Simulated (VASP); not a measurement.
An input for Quantum ESPRESSO's pw.x (written as the equivalent of a VASP run, and not itself run):

```
&CONTROL
  calculation = 'scf'
  pseudo_dir = './pseudo'
  outdir = './out'
  tprnfor = .true.
  tstress = .true.
/
&SYSTEM
  ibrav = 0
  nat = 4
  ntyp = 1
  ecutwfc = 110
  occupations = 'smearing'
  smearing = 'methfessel-paxton'
  degauss = 0.00735
  input_dft = 'pbe'
/
&ELECTRONS
  conv_thr = 7.3e-08
  electron_maxstep = 100
/
ATOMIC_SPECIES
  La 138.905 La.upf
CELL_PARAMETERS angstrom
     1.9227000   -3.3302140    0.0000000
     1.9227000    3.3302140    0.0000000
     0.0000000    0.0000000   12.4032000
ATOMIC_POSITIONS crystal
  La   0.0000000  0.0000000  0.5000000
  La   0.0000000  0.0000000  0.0000000
  La   0.3333330  0.6666670  0.2500000
  La   0.6666670  0.3333330  0.7500000
K_POINTS automatic
  8 8 3 0 0 0
```

Translate this input to VASP (INCAR, KPOINTS, POSCAR, choice of POTCAR).

One answer among several that fit: 
### POSCAR
```
La
1.0
  1.9227000000  -3.3302140000   0.0000000000
  1.9227000000   3.3302140000   0.0000000000
  0.0000000000   0.0000000000  12.4032000000
La
4
Cartesian
  0.0000000000   0.0000000000   6.2016000000
  0.0000000000   0.0000000000   0.0000000000
  1.9227000000   1.1100735535   3.1008000000
  1.9227000000  -1.1100735535   9.3024000000
```

**KPOINTS**
```
Automatic mesh
0
Gamma
8 8 3
0 0 0
```

**INCAR**
```
# general
SYSTEM   =  La
PREC     =  Accurate
ENCUT    =  400   # plane-wave cut-off (eV)
LREAL    =  .FALSE.   # projection in real space or not
LASPH    =  .TRUE.   # aspherical one-centre terms

# electronic loop
EDIFF    =  1E-6   # SCF stop (eV)
NELM     =  100   # most electronic steps
ALGO     =  Normal
LMAXMIX  =  6

# smearing
ISMEAR   =  1   # Methfessel-Paxton
SIGMA    =  0.1   # width (eV)

# functional
GGA      =  PE

# ions
ISIF     =  2   # forces and stress, cell fixed

# output
LWAVE    =  .FALSE.
LCHARG   =  .FALSE.
```

POTCAR, in this order: La (PBE.64 set). Program: vasp_std.

The two are equivalent in intent, not identical: the potentials are each code's own (VASP's PAW set, PseudoDojo norm-conserving files in pw.x), so ENCUT and ecutwfc are chosen apart and not converted; conv_thr bounds pw.x's estimated SCF error, while EDIFF bounds the energy change between steps.

The compound is La in the dhcp structure. The cell was not relaxed at this level.
